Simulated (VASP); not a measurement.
Here is the system:

```
CELL_PARAMETERS angstrom
      0.00000     2.74488     2.74488
      2.74488     0.00000     2.74488
      2.74488     2.74488     0.00000
ATOMIC_POSITIONS crystal
  Mg 0.00000 0.00000 0.00000
  Se 0.50000 0.50000 0.50000
```

Computed with optB88-vdW, VASP's PBE PAW potentials (set 64) (plane waves; VASP). Numerical set-up: 520 eV cut-off, 8×8×8 Γ-centred mesh, Gaussian smearing of 0.050 eV, potentials Mg Se.

### Question
Predict the energy per atom (σ→0), band gap (on the k-mesh) with the smallest direct gap where there is one.

### Answer

```yaml
band gap (on the k-mesh): 1.82 eV
smallest direct gap (on the k-mesh): 2.54 eV
energy per atom (σ→0): -2.254 eV/atom
```

The absolute energy has meaning only against runs of the same code, potentials and settings.

The compound is MgSe in the rock salt structure. It was relaxed first.
